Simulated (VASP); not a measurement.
# SiAu3 (Fm-3m) in VASP: notebook

Runs on SiAu3. Level: PBEsol. Tasks: single point.

All numbers are computed with VASP 6.6.1; they aren't measurements. Logs are shortened: lines on timing, memory, paths and dates and some standing lists are left out, and cuts for length are marked.

## (1) Starting point

The structure is cubic, space group Fm-3m (No. 225). Conventional cell: a = 6.571 Å, b = 6.571 Å, c = 6.571 Å, α = 90.00°, β = 90.00°, γ = 90.00°. Au (site symmetry m-3m) is surrounded by 8 Au at 2.85 Å. Around Au (site symmetry -43m) lie 4 Si at 2.85 Å and 4 Au at 2.85 Å. Around Si (site symmetry m-3m) lie 8 Au at 2.85 Å.

The cell comes from a database or a generator and needn't be the stable form of this composition.

## (2) Single point, PBEsol

Input file INCAR:

```
SYSTEM = SiAu3
PREC     = Accurate       ! precision mode
ENCUT    = 520            ! plane-wave cutoff, eV
EDIFF    = 1E-7           ! SCF threshold, eV
ISMEAR   = 0              ! smearing method
SIGMA    = 0.05           ! smearing width, eV
LREAL    = .FALSE.        ! projectors in reciprocal space
LASPH    = .TRUE.         ! aspherical terms in the spheres
NELM     = 60             ! most SCF steps
ALGO     = Normal         ! electronic algorithm
ISIF     = 2              ! what is computed and relaxed
LWAVE    = .FALSE.        ! write WAVECAR
LCHARG   = .FALSE.        ! write CHGCAR
GGA      = PS             ! functional
NBANDS   = 26             ! bands
```

Input file KPOINTS:

```
regular mesh
0
G
  7 7 7
  0 0 0
```

Input file POSCAR:

```
SiAu3
1.0
    0.0000000000      3.2857340000      3.2857340000
    3.2857340000      0.0000000000      3.2857340000
    3.2857340000      3.2857340000      0.0000000000
Au Si
3 1
Cartesian
    3.2857340000      3.2857340000      3.2857340000
    4.9286010000      4.9286010000      4.9286010000
    1.6428670000      1.6428670000      1.6428670000
    0.0000000000      0.0000000000      0.0000000000
```

Potentials or basis: VASP PAW PBE potentials, release 64 (Au, Si).

Started as:

```
$ cat potpaw_PBE.64/Au/POTCAR potpaw_PBE.64/Si/POTCAR > POTCAR
$ mpirun -np 1 vasp_std > vasp.out
```

OUTCAR:

```text
SYSTEM = SiAu3
   PREC = Accurate
   ENCUT = 520
   EDIFF = 1E-7
   ISMEAR = 0
   LREAL = .FALSE.
   LASPH = .TRUE.
   NELM = 60
   ISIF = 2
   GGA = PS

 ion  position               nearest neighbor table
   1  0.500  0.500  0.500-   2 2.85   3 2.85   3 2.85   3 2.85   3 2.85   2 2.85   2 2.85   2 2.85
                             4 3.29   4 3.29   4 3.29   4 3.29   4 3.29   4 3.29
   2  0.750  0.750  0.750-   1 2.85   4 2.85   1 2.85   1 2.85   1 2.85   4 2.85   4 2.85   4 2.85
                             3 3.29   3 3.29   3 3.29   3 3.29   3 3.29   3 3.29
   3  0.250  0.250  0.250-   1 2.85   4 2.85   4 2.85   4 2.85   4 2.85   1 2.85   1 2.85   1 2.85
                             2 3.29   2 3.29   2 3.29   2 3.29   2 3.29   2 3.29
   4  0.000  0.000  0.000-   2 2.85   3 2.85   2 2.85   2 2.85   2 2.85   3 2.85   3 2.85   3 2.85
                             1 3.29   1 3.29   1 3.29   1 3.29   1 3.29   1 3.29

  LATTYP: Found a face centered cubic cell.
 ALAT       =     6.5714680000

  Lattice vectors:

 A1 = (   0.0000000000,   3.2857340000,   3.2857340000)
 A2 = (   3.2857340000,   0.0000000000,   3.2857340000)
 A3 = (   3.2857340000,   3.2857340000,   0.0000000000)

Analysis of symmetry for initial positions (statically):
=====================================================================
 Subroutine PRICEL returns:
 Original cell was already a primitive cell.

 Routine SETGRP: Setting up the symmetry group for a
 face centered cubic supercell.

 Subroutine GETGRP returns: Found 48 space group operations
 (whereof 48 operations were pure point group operations)
 out of a pool of 48 trial point group operations.

The static configuration has the point symmetry O_h .

Analysis of symmetry for dynamics (positions and initial velocities):
=====================================================================
 Subroutine PRICEL returns:
 Original cell was already a primitive cell.

 Routine SETGRP: Setting up the symmetry group for a
 face centered cubic supercell.

 Subroutine GETGRP returns: Found 48 space group operations
 (whereof 48 operations were pure point group operations)
 out of a pool of 48 trial point group operations.

The dynamic configuration has the point symmetry O_h .

 Subroutine INISYM returns: Found 48 space group operations
 (whereof 48 operations are pure point group operations),
 and found     1 'primitive' translations

----------------------------------------------------------------------------------------

                                     Primitive cell

  volume of cell :      70.9459

  direct lattice vectors                    reciprocal lattice vectors
     0.000000000  3.285734000  3.285734000    -0.152173000  0.152173000  0.152173000
     3.285734000  0.000000000  3.285734000     0.152173000 -0.152173000  0.152173000
     3.285734000  3.285734000  0.000000000     0.152173000  0.152173000 -0.152173000

  length of vectors
     4.646729585  4.646729585  4.646729585     0.263571368  0.263571368  0.263571368

  position of ions in fractional coordinates (direct lattice)
     0.500000000  0.500000000  0.500000000
     0.750000000  0.750000000  0.750000000
     0.250000000  0.250000000  0.250000000
     0.000000000  0.000000000  0.000000000

  ion indices of the primitive-cell ions
   primitive index   ion index
                 1           1
                 2           2
                 3           3
                 4           4

----------------------------------------------------------------------------------------

 KPOINTS: regular mesh

Automatic generation of k-mesh.
 Grid dimensions read from file:
 generate k-points for:    7    7    7

 Generating k-lattice:

  Cartesian coordinates                     Fractional coordinates (reciprocal lattice)
    -0.021739000  0.021739000  0.021739000     0.142857143  0.000000000  0.000000000
     0.021739000 -0.021739000  0.021739000     0.000000000  0.142857143  0.000000000
     0.021739000  0.021739000 -0.021739000     0.000000000  0.000000000  0.142857143

  Length of vectors
     0.037653053  0.037653053  0.037653053

  Shift w.r.t. Gamma in fractional coordinates (k-lattice)
     0.000000000  0.000000000  0.000000000

 Subroutine IBZKPT returns following result:
 ===========================================

 Found     20 irreducible k-points:

 Following reciprocal coordinates:
            Coordinates               Weight
  0.000000  0.000000  0.000000      1.000000
  0.142857  0.000000  0.000000      8.000000
  0.285714  0.000000  0.000000      8.000000
  0.428571  0.000000  0.000000      8.000000
  0.142857  0.142857  0.000000      6.000000
  0.285714  0.142857  0.000000     24.000000
[... 12 lines left out ...]
 -0.428571  0.428571  0.142857     24.000000
 -0.285714  0.428571  0.142857     24.000000
   k-points           NKPTS =     20   k-points in BZ     NKDIM =     20   number of bands    NBANDS=     26
   number of dos      NEDOS =    301   number of ions     NIONS =      4
   total plane-waves  NPLWV =  46656
   dimension x,y,z NGX =    36 NGY =   36 NGZ =   36
   dimension x,y,z NGXF=    72 NGYF=   72 NGZF=   72
   ions per type =               3   1
   NGX,Y,Z   is equivalent  to a cutoff of  12.88, 12.88, 12.88 a.u.
   NGXF,Y,Z  is equivalent  to a cutoff of  25.76, 25.76, 25.76 a.u.
 SYSTEM =  SiAu3
   PREC   = accura    normal or accurate (medium, high low for compatibility)
   ISTART =      0    job   : 0-new  1-cont  2-samecut
   ICHARG =      2    charge: 1-file 2-atom 10-const
   ISPIN  =      1    spin polarized calculation?
   LNONCOLLINEAR =      F non collinear calculations
   LSORBIT =      F    spin-orbit coupling
   LASPH  =      T    aspherical Exc in radial PAW
   ENCUT  =  520.0 eV  38.22 Ry    6.18 a.u.   8.64  8.64  8.64*2*pi/ulx,y,z
   NELM   =     60;   NELMIN=  2; NELMDL= -5     # of ELM steps
   EDIFF  = 0.1E-06   stopping-criterion for ELM
   LREAL  =      F    real-space projection
   EDIFFG = 0.1E-05   stopping-criterion for IOM
   NSW    =      0    number of steps for IOM
   IBRION =     -1    ionic relax: 0-MD 1-quasi-New 2-CG
   NFREE  =      0    steps in history (QN), initial steepest desc. (CG)
   ISIF   =      2    stress and relaxation
   ISYM   =      2    0-nonsym 1-usesym 2-fastsym
   POTIM  = 0.5000    time-step for ionic-motion
   TEBEG  =    0.0;   TEEND  =   0.0 temperature during run
   PSTRESS=    0.0 pullay stress
   NELECT =      37.0000    total number of electrons
   NUPDOWN=      -1.0000    fix difference up-down
   EMIN   =  10.00;   EMAX   =-10.00  energy-range for DOS
   EFERMI =   0.00;   METHOD = LEGACY
   ISMEAR =     0;   SIGMA  =   0.05  broadening in eV -4-tet -1-fermi 0-gaus
   EFERMI_NEDOS =   21; number of points for ismear=-14 and -15
   IALGO  =     38    algorithm
   IMIX   =      4    mixing-type and parameters
     AMIX     =   0.40;   BMIX     =  1.00
     AMIX_MAG =   1.60;   BMIX_MAG =  1.00
  volume/ion in A,a.u.               =      17.74       119.69
  Fermi-wavevector in a.u.,A,eV,Ry     =   1.317750  2.490186 23.626039  1.736465
  Thomas-Fermi vector in A             =   2.447769
   LORBIT       =      0    0 simple, 1 ext, 2 COOP (PROOUT), +10 PAW based schemes
   GGA     = PS    functional components
   LHFCALC =     F    Hartree Fock is set to
   AEXX    =    0.0000 exact exchange contribution
   IVDW    =     0    specifies the selected vdW correction
   LEPSILON=     F    determine dielectric tensor
   LRPA    =     F    only Hartree local field effects (RPA)
 non-spin polarized calculation
 Gauss-broadening in eV      SIGMA  =   0.05
  energy-cutoff  :      520.00
  volume of cell :       70.95
 maximum number of plane-waves:      1923
   NGX = 17   NGY = 17   NGZ = 17

 number of electron      36.9999999 magnetization

 Free energy of the ion-electron system (eV)
  ---------------------------------------------------
  ext. energy  EPLUGINS =         0.00000000
  ---------------------------------------------------
  free energy    TOTEN  =       -16.96986263 eV

  energy without entropy =      -16.96888104  energy(sigma->0) =      -16.96937183

 E-fermi :   8.7575     XC(G=0): -12.1035

 val. band max:        8.7538028542   @ k =  -0.2857   0.2857   0.0000
 cond. band min:       8.9130481669   @ k =  -0.1429   0.1429   0.0000
 fundamental gap:      0.1592453126
 Fermi energy:         8.7575017221

 k-point     1 :       0.0000    0.0000    0.0000
  band No.  band energies     occupation
      1      -2.2335      2.00000
      2       2.4448      2.00000
      3       2.4448      2.00000
      4       2.6559      2.00000
      5       2.6559      2.00000
      6       2.6559      2.00000
[... 18 lines left out ...]
     25      14.9918      0.00000
     26      14.9918      0.00000

 k-point     2 :       0.1429    0.0000    0.0000
  band No.  band energies     occupation
      1      -2.0012      2.00000
      2       2.3918      2.00000
      3       2.4080      2.00000
      4       2.4080      2.00000
      5       2.8405      2.00000
      6       2.8405      2.00000
[... 18 lines left out ...]
     25      15.1827      0.00000
     26      15.1827      0.00000

 k-point     3 :       0.2857    0.0000    0.0000
  band No.  band energies     occupation
      1      -1.3530      2.00000
      2       1.9574      2.00000
      3       2.4844      2.00000
      4       2.4844      2.00000
      5       3.0511      2.00000
      6       3.0511      2.00000
[... 456 lines left out ...]
 k-point    19 :      -0.4286    0.4286    0.1429
  band No.  band energies     occupation
      1      -0.1307      2.00000
      2       1.5100      2.00000
      3       2.1085      2.00000
      4       2.5922      2.00000
      5       3.1287      2.00000
      6       3.2177      2.00000
[... 18 lines left out ...]
     25      17.0570      0.00000
     26      18.4292      0.00000

 k-point    20 :      -0.2857    0.4286    0.1429
  band No.  band energies     occupation
      1      -0.0400      2.00000
      2       1.8726      2.00000
      3       1.8911      2.00000
      4       2.4335      2.00000
      5       3.1466      2.00000
      6       3.3594      2.00000
[... 18 lines left out ...]
     25      16.4691      0.00000
     26      17.9628      0.00000

------------------------ aborting loop because EDIFF is reached ----------------------------------------

  FORCE on cell =-STRESS in cart. coord.  units (eV):
  Direction    XX          YY          ZZ          XY          YZ          ZX
  --------------------------------------------------------------------------------------
  -------------------------------------------------------------------------------------
  Total       -3.4389317     -3.4389317     -3.4389317      0.0000000      0.0000000     -0.0000000
  in kB      -77.6617067    -77.6617067    -77.6617067      0.0000000      0.0000000     -0.0000000
  external PRESSURE =     -77.6617067 kB  Pullay stress =       0.0000000 kB

 VOLUME and BASIS-vectors are now :
 -----------------------------------------------------------------------------
  energy-cutoff  :      520.00
  volume of cell :       70.95
      direct lattice vectors                 reciprocal lattice vectors
     0.000000000  3.285734000  3.285734000    -0.152173000  0.152173000  0.152173000
     3.285734000  0.000000000  3.285734000     0.152173000 -0.152173000  0.152173000
     3.285734000  3.285734000  0.000000000     0.152173000  0.152173000 -0.152173000

 POSITION                                       TOTAL-FORCE (eV/Angst)
 -----------------------------------------------------------------------------------
      3.28573      3.28573      3.28573        -0.000000      0.000000     -0.000000
      4.92860      4.92860      4.92860         0.000000      0.000000      0.000000
      1.64287      1.64287      1.64287        -0.000000     -0.000000     -0.000000
      0.00000      0.00000      0.00000        -0.000000      0.000000     -0.000000
 -----------------------------------------------------------------------------------
    total drift:                                0.000000      0.000000      0.000000

  FREE ENERGIE OF THE ION-ELECTRON SYSTEM (eV)
  ---------------------------------------------------
  free  energy   TOTEN  =       -16.9698626324 eV

  energy  without entropy=      -16.9688810364  energy(sigma->0) =      -16.96937183
```

It took 17 s on 1 thread of Intel Xeon 6975P-C (Granite Rapids), shared host; peak memory 0.21 GiB.

What came out:

* Free energy: -16.9699 eV
* Pressure: -7.8 GPa
* Band gap on the k mesh: none (metal or under the smearing width)

Levels at points of the mesh, in eV from the Fermi level:
```tsv
k point	band 16	band 17	band 18	band 19	band 20	band 21
(0.00, 0.00, 0.00)	-3.11	-1.98	1.74	1.74	1.74	2.32
```

Caveat: the PAW data sets were made with another functional, which shifts forces and pressure a little. The run has no spin-orbit coupling, so splittings on Au are missing.

## (3) Single point, PBEsol

Input file run.py:

```python
from ase import Atoms
from ase.calculators.vasp import Vasp
from ase.dft.bandgap import bandgap

atoms = Atoms(
    ['Au', 'Au', 'Au', 'Si'],
    cell=[[0.0, 3.285734, 3.285734], [3.285734, 0.0, 3.285734], [3.285734, 3.285734, 0.0]],
    scaled_positions=[[0.5, 0.5, 0.5], [0.75, 0.75, 0.75], [0.25, 0.25, 0.25], [0.0, 0.0, 0.0]],
    pbc=True,
)
calc = Vasp(
    directory='calc',
    xc='pbesol',
    pp='PBE',
    setups='recommended',
    prec='Accurate',
    encut=520,
    ediff=1e-06,
    ismear=0,
    sigma=0.05,
    lreal=False,
    lasph=True,
    nelm=60,
    algo='Normal',
    isif=2,
    lwave=False,
    lcharg=True,
    lelf=True,
    lvhar=True,
    kpts=[7, 7, 7],
    gamma=True,
    nbands=26,
)
atoms.calc = calc

print('energy (eV):', atoms.get_potential_energy())
print('free energy (eV):', atoms.get_potential_energy(force_consistent=True))
print('forces (eV/A):')
print(atoms.get_forces())
print('stress (eV/A^3, Voigt):', atoms.get_stress())
print('Fermi level (eV):', calc.get_fermi_level())
gap, top, bottom = bandgap(calc)
print('band gap (eV):', gap, 'from (spin, k, band)', top, 'to', bottom)
```

Potentials or basis: VASP PAW PBE potentials, release 64 (Au, Si).

Started as:

```
$ python run.py
```

It took 20 s on 1 thread of Intel Xeon 6975P-C (Granite Rapids), shared host; peak memory 0.21 GiB.

The run converged. Its results:

```
Free energy            : -16.9699 eV
Pressure               : -7.8 GPa
Band gap on the k mesh : none (metal or under the smearing width)
```

Levels at points of the mesh, in eV from the Fermi level:
| k point | band 14 | band 15 | band 16 | band 17 | band 18 | band 19 | band 20 | band 21 | band 22 | band 23 |
| --- | --- | --- | --- | --- | --- | --- | --- | --- | --- | --- |
| (0.00, 0.00, 0.00) | -3.15 | -3.11 | -3.11 | -1.98 | 1.74 | 1.74 | 1.74 | 2.32 | 3.97 | 3.97 |

Caveat: the PAW data sets were made with another functional, which shifts forces and pressure a little.

## (4) For comparison

An earlier run on the cell as given: functional PBE; potentials or basis VASP PAW PBE potentials, release 64 (Au, Si); cutoff 520 eV; k mesh 7 × 7 × 7; occupations fermi-dirac, width 0.05 eV; no spin polarisation.

- Pressure: -1.3 GPa
- Band gap on the k mesh: none (metal or under the smearing width)
